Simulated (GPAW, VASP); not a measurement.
VASP ran on this input.

**POSCAR**
```
InBi
1
    4.8479620000     0.0000000000     0.0000000000
    0.0000000000     4.8479620000     0.0000000000
    0.0000000000     0.0000000000     5.1554350000
In Bi
2 2
Direct
  0.5000000000   0.5000000000   0.0000000000
  0.0000000000   0.0000000000   0.0000000000
  0.5000000000   0.0000000000   0.3600100000
  0.0000000000   0.5000000000   0.6399900000
```

**INCAR**
```
ALGO = Normal
EDIFF = 1E-6
ENCUT = 300
ISIF = 2
ISMEAR = 0
LASPH = .TRUE.
LCHARG = .FALSE.
LMAXMIX = 4
LREAL = .FALSE.
LWAVE = .FALSE.
NELM = 100
PREC = Accurate
SIGMA = 0.272
SYSTEM = InBi
```

KPOINTS:
```
Automatic mesh
0
Gamma
5 5 5
0 0 0
```

POTCAR, in this order: In_d Bi_d (LDA.64 set). Program: vasp_std.

Q: Write an input for GPAW that does the same calculation.

A: One input that does it (LDA (Perdew-Wang 92), GPAW PAW datasets LDA (gpaw-data 1.0.1)):
```
from ase import Atoms
from ase.units import GPa
from gpaw import GPAW, PW

atoms = Atoms(['In', 'In', 'Bi', 'Bi'],
              cell=[[4.847962, 0.000000, 0.000000],
                    [0.000000, 4.847962, 0.000000],
                    [0.000000, 0.000000, 5.155435]],
              scaled_positions=[[0.500000, 0.500000, 0.000000],
                                [0.000000, 0.000000, 0.000000],
                                [0.500000, 0.000000, 0.360010],
                                [0.000000, 0.500000, 0.639990]],
              pbc=True)

calc = GPAW(mode=PW(600),
            xc='LDA',
            kpts=(5, 5, 5),
            occupations={'name': 'methfessel-paxton', 'width': 0.272, 'order': 0},
            nbands=-10,
            symmetry={'symmorphic': False, 'tolerance': 0.0005},
            maxiter=100,
            txt='-')

atoms.calc = calc

energy = atoms.get_potential_energy()
print('Energy (eV):', round(energy, 6))
forces = atoms.get_forces()
print('Forces (eV/Ang):')
print(forces.round(5))
stress = atoms.get_stress()
print('Stress (GPa, Voigt):', (stress / GPa).round(4))
```
Both inputs were run and reached self-consistency, which says nothing on mesh or cut-off. Potentials, basis and cut-offs are each code's own, so they don't translate, and total energies aren't comparable.

VASP's LDA is the Perdew-Zunger fit; the other code's may be Perdew-Wang, which differs slightly.

The structure comes from a computed database's InBi entry (P4/nmm); how it stands against other phases isn't given here. The cell was not relaxed at this level, and it may have been scaled.
